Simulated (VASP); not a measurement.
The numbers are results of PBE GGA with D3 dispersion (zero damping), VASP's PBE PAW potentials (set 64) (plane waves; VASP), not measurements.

Input for VASP

**INCAR**
```
ALGO  =  Normal
EDIFF  =  1E-7
ENCUT  =  520
GGA  =  PE
ICHARG  =  11
ISMEAR  =  0
IVDW  =  11
LASPH  =  T
LCHARG  =  F
LMAXMIX  =  6
LORBIT  =  11
LREAL  =  F
LWAVE  =  F
NELM  =  100
PREC  =  Accurate
SIGMA  =  0.05
SYSTEM  =  AuZn
```

POSCAR:
```
AuZn
1
    3.1640438864     0.0000000000    -0.0000000000
   -0.0000000000     3.1640438864     0.0000000000
   -0.0000000000     0.0000000000     3.1640438864
Zn Au
1 1
Direct
  0.5000000000   0.5000000000   0.5000000000
  0.0000000000   0.0000000000   0.0000000000
```

**KPOINTS**
```
k-points along high-symmetry lines
15
Line-mode
Reciprocal
  0.000000   0.000000   0.000000 ! GAMMA
  0.000000   0.500000   0.000000 ! X

  0.000000   0.500000   0.000000 ! X
  0.500000   0.500000   0.000000 ! M

  0.500000   0.500000   0.000000 ! M
  0.000000   0.000000   0.000000 ! GAMMA

  0.000000   0.000000   0.000000 ! GAMMA
  0.500000   0.500000   0.500000 ! R

  0.500000   0.500000   0.500000 ! R
  0.000000   0.500000   0.000000 ! X

  0.500000   0.500000   0.500000 ! R
  0.500000   0.500000   0.000000 ! M
```

POTCAR, in this order: Zn Au (PBE.64 set). Program: vasp_std. Read from the step before: CHGCAR.

The run wrote:

OSZICAR:
```
       N       E                     dE             d eps       ncg     rms          rms(c)
DAV:   1     0.129574025038E+03    0.12957E+03   -0.11956E+04  2748   0.198E+03
DAV:   2     0.604297128642E+00   -0.12897E+03   -0.12344E+03  2826   0.346E+02
DAV:   3    -0.362424345200E+01   -0.42285E+01   -0.42097E+01  3274   0.710E+01
DAV:   4    -0.365154205110E+01   -0.27299E-01   -0.27296E-01  3246   0.500E+00
DAV:   5    -0.365187904246E+01   -0.33699E-03   -0.33699E-03  3351   0.555E-01
DAV:   6    -0.365188718654E+01   -0.81441E-05   -0.81447E-05  3344   0.744E-02
DAV:   7    -0.365188742327E+01   -0.23673E-06   -0.23554E-06  3344   0.138E-02
DAV:   8    -0.365188742831E+01   -0.50445E-08   -0.59367E-08  2529   0.219E-03
   1 F= -.48710444E+01 E0= -.48706459E+01  d E =-.796891E-03
```

File OUTCAR:
```
 val. band max:        7.8447292511   @ k =   0.5000   0.5000   0.1786

 cond. band min:       7.9066496646   @ k =   0.2857   0.2857   0.0000



 k-point     1 :       0.0000    0.0000    0.0000
  band No.  band energies     occupation
      1      -3.5708      2.00000
      2      -1.1536      2.00000
      3      -1.1536      2.00000
      4      -0.5001      2.00000
      5      -0.5001      2.00000
      6      -0.5001      2.00000
      7       1.5239      2.00000
      8       1.5239      2.00000
      9       3.1765      2.00000
     10       3.1765      2.00000
     11       3.1765      2.00000
     12      11.8722      0.00000
     13      11.8722      0.00000
     14      11.8722      0.00000
     15      15.5490      0.00000

 k-point     2 :       0.0000    0.0357    0.0000
  band No.  band energies     occupation
      1      -3.5484      2.00000
      2      -1.1488      2.00000
      3      -1.1470      2.00000
      4      -0.5004      2.00000
      5      -0.5004      2.00000
      6      -0.4982      2.00000
      7       1.5206      2.00000
      8       1.5302      2.00000
      9       3.1595      2.00000
     10       3.1595      2.00000
     11       3.1747      2.00000
     12      11.6619      0.00000
     13      11.9145      0.00000
     14      11.9145      0.00000
     15      15.6951      0.00000

 k-point     3 :       0.0000    0.0714    0.0000
  band No.  band energies     occupation
      1      -3.4812      2.00000
      2      -1.1348      2.00000
      3      -1.1277      2.00000
      4      -0.5012      2.00000
      5      -0.5012      2.00000
      6      -0.4929      2.00000
      7       1.5105      2.00000
      8       1.5488      2.00000
      9       3.1099      2.00000
     10       3.1099      2.00000
     11       3.1695      2.00000
     12      11.1307      0.00000
     13      12.0397      0.00000
     14      12.0397      0.00000
     15      16.0213      0.00000

...
```

The density is held fixed in this step, so its total energy and stress have no physical meaning. Unless said otherwise, spin-orbit coupling is left out, though it shifts the bands of the heavy elements here.

The compound is AuZn in the CsCl type structure. It was relaxed first. The electron count is odd and the run is not spin-polarised, which forces a metal.
